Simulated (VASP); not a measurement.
Energy against volume of Sr (fcc). Computed with PBE GGA with D3 dispersion (Becke-Johnson damping), VASP's PBE PAW potentials (set 64) (plane waves; VASP 6.6.1). Numerical set-up: 520 eV cut-off, 8×8×8 Γ-centred mesh, Gaussian smearing of 0.050 eV, potentials Sr_sv.

| V (Å³/atom) | E (eV/atom) |
|---|---|
| 50.333 | -1.84208 |
| 51.889 | -1.84415 |
| 53.446 | -1.84268 |
| 55.003 | -1.83794 |

### Question
Fit these four points and predict the energy of the run at 48.776 Å³/atom.

### Answer
A cubic in V^(−2/3), the third-order Birch-Murnaghan form, passes through the four points with V0 = 52.00 Å³/atom and B0 = 12 GPa, and gives -1.8362 eV/atom there. The run gave -1.8359 eV/atom, +0.3 meV/atom from the fit; all five points give B0 = 12 GPa.

The compound is Sr in the fcc structure. It was relaxed first, which changed the volume by -7 %.
